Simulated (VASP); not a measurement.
Computed with rev-vdW-DF2, VASP's PBE PAW potentials (set 64) (plane waves; VASP 6.6.1).

The input files of a VASP run:

**KPOINTS**
```
Automatic mesh
0
Gamma
11 11 9
0 0 0
```

INCAR:
```
AGGAC=0.0
ALGO=Normal
EDIFF=1E-6
EDIFFG=-0.02
ENCUT=520
GGA=MK
IBRION=2
ISIF=3
ISMEAR=1
LASPH=.TRUE.
LCHARG=.FALSE.
LMAXMIX=4
LREAL=.FALSE.
LUSE_VDW=.TRUE.
LWAVE=.FALSE.
NELM=100
NSW=60
PARAM1=0.1234568
PARAM2=0.7114
PREC=Accurate
SIGMA=0.1
SYSTEM=TiB2
ZAB_VDW=-1.8867
```

POSCAR:
```
TiB2
1.0
  1.5103582643  -2.6160172778   0.0000000000
  1.5103582643   2.6160172778   0.0000000000
  0.0000000000   0.0000000000   3.1819276551
Ti B
1 2
Cartesian
  1.5103582643   2.6160172778   3.1819276551
  1.5103582643   0.8720075033   1.5909638275
  1.5103582643  -0.8720075033   1.5909638275
```

POTCAR, in this order: Ti_sv B (PBE.64 set). Program: vasp_std.

### Question
What does the run give for the energy per atom (σ→0), volume per atom, band gap (on the k-mesh)?

### Answer

```yaml
energy per atom (σ→0): -6.965 eV/atom
band gap (on the k-mesh): none (metal, semimetal or under 0.01 eV)
volume_per_atom: 8.49 Å³/atom
```

### OSZICAR
```
...
       N       E                     dE             d eps       ncg     rms          rms(c)
DAV:   1    -0.208965706695E+02   -0.18355E-02   -0.65696E-02  2230   0.423E+00    0.288E-01
DAV:   2    -0.208955601033E+02    0.10106E-02   -0.55615E-03  2209   0.958E-01    0.149E-01
DAV:   3    -0.208952678452E+02    0.29226E-03   -0.47295E-04  2568   0.285E-01    0.714E-02
DAV:   4    -0.208951825868E+02    0.85258E-04   -0.19371E-04  3199   0.152E-01    0.139E-02
DAV:   5    -0.208951830804E+02   -0.49360E-06   -0.16026E-05  2368   0.449E-02    0.451E-03
DAV:   6    -0.208951826402E+02    0.44019E-06   -0.12699E-06  1368   0.142E-02
   4 F= -.20895183E+02 E0= -.20895016E+02  d E =-.448082E-03
```

The compound is TiB2 in the AlB2 type structure. This run relaxes it. Symmetry was kept, so distortions that lower it aren't found. The start is the result of an earlier pass.
